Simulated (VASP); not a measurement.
Data:

```
PbS
1.0
    0.00000     2.97103     2.97103
    2.97103     0.00000     2.97103
    2.97103     2.97103     0.00000
Pb S
1 1
Cartesian
  0.00000   0.00000   0.00000
  2.97103   2.97103   2.97103
```

All values below come from PW91 GGA, VASP's PBE PAW potentials (set 64) (plane waves; VASP 6.6.1). Numerical set-up: 520 eV cut-off, 8×8×8 Γ-centred mesh, Gaussian smearing of 0.050 eV, potentials Pb_d S.

Unless said otherwise, spin-orbit coupling is left out, though it shifts the bands of the heavy elements here.

Question: Predict the energy per atom (σ→0), pressure, band gap (on the k-mesh) with the smallest direct gap where there is one.

Answer: 
The band gap (on the k-mesh) is 0.36 eV and the smallest direct gap (on the k-mesh) is 0.36 eV. The energy per atom (σ→0) comes out as -4.411 eV/atom and the pressure is 1.79 GPa.

Only differences to runs with the same potentials and settings are physical.

The compound is PbS in the rock salt structure. This cell is one point of a volume scan, at 0.97 of the reference volume.
